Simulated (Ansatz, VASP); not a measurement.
# GaAs: VASP beside Ansatz

Wanted: the spread between two codes on one cell, functional and k mesh. The cell is taken from a series of runs on this material, whose earlier steps may have relaxed, scaled, displaced or heated it; both programs get it as it stands.

Program: Ansatz 0.2.0. Level of theory: plane waves, with VASP 6.6.1 beside it; zone-centre phonons at LDA. Results are calculated unless marked as measured.

## (1) The structure

Symmetry: F-43m, No. 216, cubic system. The conventional cell has a = 5.603 Å, b = 5.603 Å, c = 5.603 Å, α = 90.00°, β = 90.00°, γ = 90.00°. Nearest to Ga lie 4 As at 2.43 Å. As has 4 Ga at 2.43 Å nearest. Farther neighbours are not listed.

## (2) Ansatz: zone-centre phonons, LDA

Ansatz runs on its PAW soft_1 files.

Second derivatives magnify differences that forces hide, and they need a tight electronic threshold.

The input, input.yaml:

```yaml
crystal:
  lattice:
    - [0.0, 2.8015629863, 2.8015629863]
    - [2.8015629863, 0.0, 2.8015629863]
    - [2.8015629863, 2.8015629863, 0.0]
  atoms:
    - { symbol: Ga, position: [0.0, 0.0, 0.0] }
    - { symbol: As, position: [0.75, 0.75, 0.75] }
total_charge: 0.008796
kpoints:
  mp_grid: { grid: [24, 24, 24] }
hamiltonian:
  xc: lda
  pseudopotentials: { kind: paw, azcp: { folder: soft_1 }, xc_functional: pbe }
scf:
  occupations: { method: fermi_dirac, width: 0.03 }
output:
  eigenvalues: true
phonons:
  method: dfpt
```

Command:

```
ansatz run input.yaml --threads 8 --pin off --max-ram 16384MiB --backend cpu --events-out ev --progress --plain --runs-dir out
```

Numbers of over 12 decimals in the logs are rounded to 6 here.

What it wrote:

```text
zone centre: on kpoints.mp_grid the ground state, and the responses unless they are solved on pairs of k-points, stand on 1063 of the mesh's 13824 k-points, reduced under 8 symmetry operations, with k and −k counted as one. Each operation leaves every solved displacement unchanged or reverses it
Engine: ansatz 0.2.0, aarch64-unknown-linux-gnu
Pseudopotentials: kind: paw
Pseudopotential: Ga, paw, valence charge 13, recommended cutoff 420 eV (normal), soft_1/Ga.paw.azcp
Pseudopotential: As, paw, valence charge 15, recommended cutoff 420 eV (normal), soft_1/As.paw.azcp
Functional definition: SPW92
  exchange = slater_x
  correlation = pw_c
Crystal: 2 atoms, lattice volume = 43.978 Å³
Basis set: ecut = 420 eV, 869 PW (Γ), exchange–correlation on 54×54×54 points (8 copies of the dense FFT grid, shifted against one another)
Bands: 18, of which v1, the nominal top of the filled ones, is band 14 counted from 1 (13 counted from 0)
Symmetry: 24 space group operations
k-points: 1063 of 13824 (irreducible under 8 space group operations, time reversal used)
Non-local potential: Ga, projectors of the file, l = 0: 2, l = 1: 2, l = 2: 3, l = 3: 1
Non-local potential: As, projectors of the file, l = 0: 2, l = 1: 2, l = 2: 3, l = 3: 1
PAW form: soft (Blöchl's): semilocal exchange-correlation on the pseudo side does not see the compensation charge
PAW frozen core: Ga, regenerated for the run's functional, and the local potential with it (the file was generated under x = pbe(κ = 0.804, μ = 0.219515), c = pbe(β = 0.066725))
PAW frozen core: As, regenerated for the run's functional, and the local potential with it (the file was generated under x = pbe(κ = 0.804, μ = 0.219515), c = pbe(β = 0.066725))
PAW one-centre angular grid: Ga, 590 points (default); XC on 64 Gauss nodes
PAW one-centre angular grid: As, 590 points (default); XC on 64 Gauss nodes
Initial density: superposition of atomic densities (chi_scale 0.1, normalization cell, long waves kept (reshape's long-wave potential 0.00 eV rms))
Initial wavefunctions: pseudopotential atomic-orbital guess
Functional: x = slater, c = lda
SCF iter   1: F=—  HF=-8481.535920 eV  |F-HF|=—  |Δ(HF+E_count)|=         —  Δρ=4.29e-2  dr2=5.06e-1  ethr=3.10e-3  ⟨swp⟩=5.9  Hψ=93713  notcnv=0
preconditioner: auto → Kerker (q_TF=auto, 2.530 Å⁻¹)  [metal: Δε(μ)=0.006 eV  Ē_g=15.912 eV  σ=0.030 eV  W_gap=0.05  n_scr=14 (ndim 8)  ℏωp=23.8 eV  f_vac=0.000  D(μ)=0.11/eV (n_scr^D=0)]
SCF iter   2: F=—  HF=-8481.456695 eV  |F-HF|=—  |Δ(HF+E_count)|=   7.92e-2  Δρ=2.55e-2  dr2=2.29e-1  ethr=1.81e-3  ⟨swp⟩=2.0  Hψ=31879  notcnv=0
SCF iter   3: F=—  HF=-8481.381278 eV  |F-HF|=—  |Δ(HF+E_count)|=   7.54e-2  Δρ=4.27e-3  dr2=1.60e-2  ethr=8.16e-4  ⟨swp⟩=3.0  Hψ=27913  notcnv=0
SCF iter   4: F=—  HF=-8481.380242 eV  |F-HF|=—  |Δ(HF+E_count)|=   1.04e-3  Δρ=4.30e-3  dr2=5.83e-3  ethr=5.71e-5  ⟨swp⟩=2.4  Hψ=33707  notcnv=0
SCF iter   5: F=—  HF=-8481.377920 eV  |F-HF|=—  |Δ(HF+E_count)|=   2.32e-3  Δρ=1.99e-3  dr2=1.44e-3  ethr=2.08e-5  ⟨swp⟩=2.0  Hψ=32883  notcnv=0
SCF iter   6: F=—  HF=-8481.377355 eV  |F-HF|=—  |Δ(HF+E_count)|=   5.65e-4  Δρ=4.86e-4  dr2=8.92e-5  ethr=5.13e-6  ⟨swp⟩=2.0  Hψ=32566  notcnv=0
SCF iter   7: F=—  HF=-8481.377317 eV  |F-HF|=—  |Δ(HF+E_count)|=   3.82e-5  Δρ=5.74e-5  dr2=1.42e-6  ethr=3.19e-7  ⟨swp⟩=2.2  Hψ=31052  notcnv=0
SCF iter   8: F=—  HF=-8481.377316 eV  |F-HF|=—  |Δ(HF+E_count)|=   8.46e-7  Δρ=1.51e-5  dr2=9.55e-8  ethr=5.06e-9  ⟨swp⟩=2.0  Hψ=34009  notcnv=0
SCF iter   9: F=—  HF=-8481.377316 eV  |F-HF|=—  |Δ(HF+E_count)|=   7.01e-8  Δρ=4.27e-6  dr2=1.11e-8  ethr=3.41e-10  ⟨swp⟩=2.0  Hψ=33738  notcnv=0
SCF iter  10: F=—  HF=-8481.377316 eV  |F-HF|=—  |Δ(HF+E_count)|=   4.55e-9  Δρ=1.35e-6  dr2=1.59e-9  ethr=3.97e-11  ⟨swp⟩=2.0  Hψ=34009  notcnv=0
SCF iter  11: F=—  HF=-8481.377316 eV  |F-HF|=—  |Δ(HF+E_count)|=  3.09e-10  Δρ=4.01e-7  dr2=1.20e-10  ethr=5.69e-12  ⟨swp⟩=1.2  Hψ=19880  notcnv=0
SCF iter  12: F=-8481.377316 eV  HF=-8481.377316 eV  |F-HF|=3.64e-12  |Δ(HF+E_count)|=  3.64e-12  Δρ=8.49e-8  dr2=2.97e-12  ethr=1.00e-12  ⟨swp⟩=4.9  Hψ=95567  notcnv=0
SCF 1 converged in 12 iterations: F = -8481.377316 eV  dr2 = 2.97e-12
  greatest PAW one-centre occupation: 0.999 electrons in one spin orbital (limit 2), on the As atom at site 1 (counted from 0), in its partial waves of l = 2
DFPT response loops at Γ: preconditioner auto → Kerker (q_TF=auto, 2.530 Å⁻¹) (partly filled bands, converged f_vac=0.068); β = 1.00, the filter's whole step (`scf.mixing.beta` (0.50) is not read by the response loops under this deck's `scf.mixing.preconditioner`; to damp them name `kerker` or `kerker_dos`, under which they read `scf.mixing.beta`, and type it under 1.00, their step now; both keys bind the ground state too); Broyden in place of MSR1
SCF converged after 12 iterations
Free energy (F): -8481.377316 eV
Harris-Foulkes:  -8481.377316 eV  (|F-HF|=3.64e-12)
Internal energy: -8481.376990 eV  (E = F + TS)
E sigma→0 (E₀):  -8481.377153 eV
Entropy (-TS):   -0.000327 eV (-0.163 meV/atom)
Fermi energy:    7.876652 eV
--- Per-component energies (eV) ---
  E_band       = -322.703748
  E_kinetic    = 211.212951
  E_local      = -3627.798536  (includes V_loc(G=0)·N_el)
  E_nonlocal   = -481.111854
  E_hartree    = 2116.897465
  E_xc         = -133.804528
  E_vxc        = -131.079218  (∫ρ·V_xc dr)
  E_paw        = -3847.489371  (= ΣΔE_a)
  E_vpaw       = -527.721784  (= ΣTr[D̂ρ^β])
  E_aug_tail   = -0.000222  (compensation charges beyond the density's cutoff)
  E_ewald      = -2723.086606
  E_core_change = 3.803710  (= ΣΔE_core)
  E_smearing   = -0.000327  (= −TS)
  E_closure    = -0.000000  (closes the sum)
  E_deformation_potential = 0.125619  (in the stress; not in F)
  Σ components = -8481.377316   (vs F -8481.377316, Δ=0.00e0)
--- Band table (eV; the first three rows and the last of 1063) ---
  k-point 0: bands = [... 10 lower, -5.0064, 7.9703, 7.9703, 7.9703, 8.4629, 11.6719, 11.6719, 11.6719]
  k-point 1: bands = [... 10 lower, -4.9851, 7.4581, 7.9388, 7.9388, 8.8832, 11.6981, 11.7182, 11.7182]
  k-point 2: bands = [... 10 lower, -4.9214, 6.7194, 7.8511, 7.8511, 9.3203, 11.8254, 11.8470, 11.8470]
  k-point 1062: bands = [... 10 lower, -2.3352, 1.1747, 4.2908, 4.4818, 12.6298, 12.6358, 13.3661, 13.9480]
--- Phonons (Γ-DFPT): 2 representative perturbations + reference, on 1063 of 13824 k-points (Σ response iterations 6) ---
  k mesh reduced under 8 symmetry operations, with k and −k counted as one. Each operation leaves every solved displacement unchanged or reverses it
  ASR residual: 6.270e-5 → 0.000e0 eV/Å²; symmetrization residual: 3.835e-6 eV/Å²
  ASR residual per site (eV/Å²): 6.27e-5 3.15e-5
  Γ frequencies (cm⁻¹): 0.00 0.00 0.00 261.58 261.58 261.58
  non-analytic LO–TO correction: not included (Born effective charges unavailable; polar crystals: no LO–TO splitting at Γ)
```

The column dr2 measures how far the density is from self-consistency, as an energy; F and HF (Harris–Foulkes) agree once it is small.

## (3) VASP: zone-centre phonons, LDA

The same cell, functional (in two slightly different forms), mesh and smearing now go to VASP, with its own data sets.

Lines of VASP's logs that name or quote its potential files are left out, and so is its time.

The input, INCAR:

```
SYSTEM = GaAs
PREC = Accurate
ENCUT = 500
EDIFF = 1E-08
NELM = 120
ISMEAR = -1
SIGMA = 0.03
LREAL = .FALSE.
ALGO = Normal
GGA = PW92
NELECT = 17.991204
NBANDS = 14
LORBIT = 11
LWAVE = .FALSE.
LCHARG = .FALSE.
ISIF = 2
IBRION = 8
LASPH = .TRUE.
GGA_COMPAT = .FALSE.
KPAR = 2
```

The input, POSCAR:

```
GaAs
1.0
    0.0000000000      2.8015629863      2.8015629863
    2.8015629863      0.0000000000      2.8015629863
    2.8015629863      2.8015629863      0.0000000000
Ga As
1 1
Direct
    0.0000000000      0.0000000000      0.0000000000
    0.7500000000      0.7500000000      0.7500000000
```

The input, KPOINTS:

```
Automatic mesh
0
Gamma
24 24 24
0 0 0
```

Potentials, in the order of the species: Ga_d and As (LDA family, release 64).

Command:

```
mpirun -np 2 vasp_std
```

What it wrote:

```text
[banner, memory and clock lines left out]
running    2 mpi-ranks, on    1 nodes
 distrk:  each k-point on    1 cores,    2 groups
 distr:  one band on    1 cores,    1 groups

 POSCAR found type information on POSCAR GaAs
 POSCAR found :  2 types and       2 ions
|                                                                             |
|               ----> ADVICE to this user running VASP <----                  |
|                                                                             |
|     You enforced a specific xc type in the INCAR file but a different       |
|     [... a line on the potential file left out ...]
|     I HOPE YOU KNOW WHAT YOU ARE DOING!                                     |
|                                                                             |

 LDA part: xc-table for (Slater(with rela. corr.)+PW92), standard interpolation
 POSCAR, INCAR and KPOINTS ok, starting setup
 FFT: planning ... GRIDC
 FFT: planning ... GRID_SOFT
 FFT: planning ... GRID
 WAVECAR not read
 entering main loop
       N       E                     dE             d eps       ncg     rms          rms(c)
DAV:   1     0.797286023202E+02    0.79729E+02   -0.83622E+03 11780   0.164E+03
DAV:   2    -0.357209611180E+01   -0.83301E+02   -0.79953E+02 12728   0.318E+02
DAV:   3    -0.980188622502E+01   -0.62298E+01   -0.61992E+01 14564   0.721E+01
DAV:   4    -0.990165515254E+01   -0.99769E-01   -0.99716E-01 13330   0.101E+01
DAV:   5    -0.990324442115E+01   -0.15893E-02   -0.15892E-02 14692   0.113E+00BRMIX: very serious problems
 the old and the new charge density differ
 old charge density:    18.00000 new   17.99121
BRMIX: very serious problems
 the old and the new charge density differ
 old charge density:    18.00000 new   17.99121
    0.306E+00
DAV:   6    -0.971791756877E+01    0.18533E+00   -0.23784E-01 17772   0.946E+00    0.180E+00
DAV:   7    -0.967559416317E+01    0.42323E-01   -0.68489E-02 15828   0.214E+00    0.522E-01
DAV:   8    -0.967250509130E+01    0.30891E-02   -0.92754E-03 14108   0.118E+00    0.108E-01
DAV:   9    -0.967247299739E+01    0.32094E-04   -0.75201E-04 14204   0.353E-01    0.429E-02
DAV:  10    -0.967247657357E+01   -0.35762E-05   -0.39555E-05 17722   0.715E-02    0.221E-02
DAV:  11    -0.967248130427E+01   -0.47307E-05   -0.60810E-06 13634   0.387E-02    0.214E-03
DAV:  12    -0.967248121037E+01    0.93902E-07   -0.37096E-07 14580   0.846E-03    0.169E-03
DAV:  13    -0.967248120956E+01    0.80308E-09   -0.65802E-08 14504   0.212E-03
   1 F= -.96724812E+01 E0= -.96723182E+01  d E =-.326037E-03
 Linear response reoptimize wavefunctions to high precision
DAV:   1    -0.967248120962E+01   -0.60936E-10   -0.10846E-09  9972   0.361E-04
DAV:   2    -0.967248120964E+01   -0.15916E-10   -0.17684E-10  6754   0.149E-04
 Linear response DOF=           2
 Linear response progress:
  Degree of freedom:   1/  2
       N       E                     dE             d eps       ncg     rms          rms(c)
RMM:   1    -0.167235413512E+00   -0.16724E+00    0.10878E-01 70573   0.916E+00
RMM:   2    -0.165429028178E+00    0.18064E-02   -0.27403E-02104211   0.151E+00    0.461E-02
RMM:   3    -0.165774649663E+00   -0.34562E-03   -0.36615E-03108451   0.441E-01    0.296E-02
RMM:   4    -0.165671805435E+00    0.10284E-03   -0.15894E-03115162   0.187E-01    0.925E-03
RMM:   5    -0.165658331087E+00    0.13474E-04   -0.58074E-05112891   0.430E-02    0.341E-03
RMM:   6    -0.165662612848E+00   -0.42818E-05   -0.14455E-05111495   0.155E-02    0.477E-04
RMM:   7    -0.165661086016E+00    0.15268E-05   -0.39830E-06110595   0.629E-03    0.288E-04
RMM:   8    -0.165660855788E+00    0.23023E-06   -0.30132E-06112117   0.266E-03    0.387E-05
RMM:   9    -0.165660989632E+00   -0.13384E-06   -0.18517E-06112454   0.112E-03    0.218E-05
RMM:  10    -0.165660939715E+00    0.49916E-07   -0.58926E-07113066   0.499E-04    0.661E-06
RMM:  11    -0.165660880761E+00    0.58954E-07   -0.41727E-07112597   0.223E-04    0.228E-06
RMM:  12    -0.165660856376E+00    0.24385E-07   -0.21029E-07113031   0.108E-04    0.116E-06
RMM:  13    -0.165660866661E+00   -0.10284E-07   -0.14424E-07113212   0.544E-05    0.699E-07
RMM:  14    -0.165660861234E+00    0.54263E-08   -0.83510E-08103168   0.275E-05    0.461E-07
 first order change of Fermi-energy  -0.97397E-05
 force on displaced ion       1 direction 1 :  -9.249  -0.000  -0.000
 Linear response progress:
  Degree of freedom:   2/  2
       N       E                     dE             d eps       ncg     rms          rms(c)
RMM:   1    -0.452050760153E-01   -0.45205E-01    0.60780E-02124010   0.165E+00
RMM:   2    -0.444470098312E-01    0.75807E-03   -0.45954E-03 96238   0.449E-01    0.820E-02
RMM:   3    -0.444139283948E-01    0.33081E-04   -0.41822E-04108890   0.143E-01    0.451E-02
RMM:   4    -0.445844191021E-01   -0.17049E-03   -0.71657E-05106337   0.633E-02    0.420E-03
RMM:   5    -0.445865838082E-01   -0.21647E-05   -0.61317E-06111753   0.190E-02    0.246E-03
RMM:   6    -0.445726823910E-01    0.13901E-04   -0.83781E-07105344   0.607E-03    0.650E-04
RMM:   7    -0.445736486755E-01   -0.96628E-06   -0.72862E-08108983   0.222E-03    0.389E-04
RMM:   8    -0.445716163819E-01    0.20323E-05    0.58799E-09108243   0.875E-04    0.430E-05
RMM:   9    -0.445716449074E-01   -0.28526E-07   -0.51181E-09110235   0.282E-04    0.203E-05
RMM:  10    -0.445715711202E-01    0.73787E-07   -0.31791E-09108589   0.104E-04    0.531E-06
RMM:  11    -0.445715658020E-01    0.53183E-08   -0.38703E-09110411   0.398E-05    0.246E-06
 first order change of Fermi-energy   0.13905E-03
 force on displaced ion       2 direction 1 :  -9.197   0.000   0.000
 Linear response finished
```

From OUTCAR (step 3):

```text
NELECT = 17.991204

 ion  position               nearest neighbor table
   1  0.000  0.000  0.000-   2 2.43   2 2.43   2 2.43   2 2.43
   2  0.750  0.750  0.750-   1 2.43   1 2.43   1 2.43   1 2.43

  LATTYP: Found a face centered cubic cell.
 ALAT       =     5.6031259726

 Subroutine GETGRP returns: Found 24 space group operations
 (whereof 24 operations were pure point group operations)

The static configuration has the point symmetry T_d .

 Found    413 irreducible k-points:

   k-points           NKPTS =    413   k-points in BZ     NKDIM =    413   number of bands    NBANDS=     14

   dimension x,y,z NGX =    30 NGY =   30 NGZ =   30
   dimension x,y,z NGXF=    60 NGYF=   60 NGZF=   60

   ENCUT  =  500.0 eV  36.75 Ry    6.06 a.u.   7.22  7.22  7.22*2*pi/ulx,y,z

 k-points in reciprocal lattice and weights: Automatic mesh
   0.00000000  0.00000000  0.00000000       0.000
   0.04166667  0.00000000  0.00000000       0.001
   0.08333333  0.00000000  0.00000000       0.001
   0.12500000  0.00000000  0.00000000       0.001
   0.16666667  0.00000000  0.00000000       0.001
   0.20833333  0.00000000  0.00000000       0.001
   0.25000000  0.00000000  0.00000000       0.001
   0.29166667  0.00000000  0.00000000       0.001
   0.33333333  0.00000000  0.00000000       0.001
[...]
-0.29166667  0.50000000  0.20833333       0.001
  -0.25000000  0.50000000  0.25000000       0.000

 average (electrostatic) potential at core
       1 -67.3092       2 -53.5707

  Total       -0.0069600     -0.0069600     -0.0069600      0.0000000      0.0000000     -0.0000000
  in kB       -0.2535658     -0.2535658     -0.2535658      0.0000000      0.0000000     -0.0000000
  external PRESSURE =      -0.2535658 kB  Pullay stress =       0.0000000 kB

  energy-cutoff  :      500.00
  volume of cell :       43.98
      direct lattice vectors                 reciprocal lattice vectors
     0.000000000  2.801562986  2.801562986    -0.178471804  0.178471804  0.178471804
     2.801562986  0.000000000  2.801562986     0.178471804 -0.178471804  0.178471804
     2.801562986  2.801562986  0.000000000     0.178471804  0.178471804 -0.178471804

 POSITION                                       TOTAL-FORCE (eV/Angst)
 -----------------------------------------------------------------------------------
      0.00000      0.00000      0.00000         0.000000      0.000000      0.000000
      4.20234      4.20234      4.20234        -0.000000     -0.000000     -0.000000
 -----------------------------------------------------------------------------------
    total drift:                                0.000001      0.000001      0.000000

 Eigenvectors and eigenvalues of the dynamical matrix
 ----------------------------------------------------

   1 f  =    7.900683 THz    49.641456 2PiTHz  263.538422 cm-1    32.674585 meV
             X         Y         Z           dx          dy          dz
      0.000000  0.000000  0.000000     0.000000    0.720669    0.000000
      4.202344  4.202344  4.202344     0.000000   -0.693279    0.000000

   2 f  =    7.900683 THz    49.641456 2PiTHz  263.538422 cm-1    32.674585 meV
             X         Y         Z           dx          dy          dz
      0.000000  0.000000  0.000000     0.720669    0.000000    0.000000
      4.202344  4.202344  4.202344    -0.693279    0.000000    0.000000

   3 f  =    7.900683 THz    49.641456 2PiTHz  263.538422 cm-1    32.674585 meV
             X         Y         Z           dx          dy          dz
      0.000000  0.000000  0.000000     0.000000    0.000000    0.720669
      4.202344  4.202344  4.202344     0.000000    0.000000   -0.693279

   4 f/i=    0.011006 THz     0.069153 2PiTHz    0.367120 cm-1     0.045517 meV
             X         Y         Z           dx          dy          dz
      0.000000  0.000000  0.000000    -0.693279    0.000000    0.000000
      4.202344  4.202344  4.202344    -0.720669    0.000000    0.000000

   5 f/i=    0.011006 THz     0.069153 2PiTHz    0.367120 cm-1     0.045517 meV
             X         Y         Z           dx          dy          dz
      0.000000  0.000000  0.000000     0.000000   -0.693279    0.000000
      4.202344  4.202344  4.202344     0.000000   -0.720669    0.000000

   6 f/i=    0.011006 THz     0.069153 2PiTHz    0.367120 cm-1     0.045517 meV
             X         Y         Z           dx          dy          dz
      0.000000  0.000000  0.000000     0.000000    0.000000   -0.693279
      4.202344  4.202344  4.202344     0.000000    0.000000   -0.720669

 ELASTIC MODULI CONTR FROM IONIC RELAXATION (kBar)
 Direction    XX          YY          ZZ          XY          YZ          ZX
 --------------------------------------------------------------------------------
 XX          -0.0000     -0.0000     -0.0000     -0.0000      0.0000      0.0000
 YY          -0.0000     -0.0000     -0.0000     -0.0000     -0.0000     -0.0000
 ZZ          -0.0000     -0.0000     -0.0000      0.0000     -0.0000      0.0000
 XY          -0.0000     -0.0000      0.0000   -233.3687      0.0000      0.0000
 YZ           0.0000     -0.0000     -0.0000      0.0000   -233.3687      0.0000
 ZX           0.0000     -0.0000      0.0000      0.0000      0.0000   -233.3687
 --------------------------------------------------------------------------------
```

## (4) Comparison

Known differences besides the potentials themselves: the cutoff is 420 eV in Ansatz and 500 eV in VASP; VASP's log shows a relativistic correction to its local exchange, Ansatz's none. Total energies have different zeros and are not compared.

Both answers:

| quantity | Ansatz | VASP | difference |
| --- | --- | --- | --- |
| optical mode 1 to 3 (cm⁻¹) | 261.6 | 263.5 | -0.74 % |

Modes are paired by rising frequency, not by their patterns, so a pair may set unlike modes beside each other; they are those without the splitting of longitudinal modes. The cell carries a charge of +0.008796 e against a uniform background, so its pressure also hangs on how the neutralising background is counted, and in a defect's cell a gap may be the spacing between its levels.

## (5) What came out

```
r.m.s. difference of the optical zone-centre modes, each program's sorted by frequency (zone-centre phonons, LDA) : 2.0 cm⁻¹
difference in optical mode 1 to 3 (zone-centre phonons, LDA)                                                      : -0.7 %
```

**Reading.** The r.m.s. difference of the optical zone-centre modes, each program's sorted by frequency is 2.0 cm⁻¹ (zone-centre phonons, LDA). The data sets hold unlike numbers of valence electrons (27.9912 in Ansatz and 17.9912 in VASP), so part of the differences comes from the potentials. Among the rows given in per cent, the largest difference of the zone-centre phonons, LDA pair is in optical mode 1 to 3, -0.7 %. How closely two codes agree says nothing of how well the functional describes the real material.

[Lines on the potential files, build, host, timing and source positions are cut from VASP's logs without a mark.]

[Logs are printed without paths, hosts, clocks, repeated set-up lines and the standing remarks that a program may print on its own settings, such as how far it seeks lower states.]

[Hosts, paths, dates, database ids (printed as entryN), source tags and the programs' standing remarks are cut or masked in the printed files.]
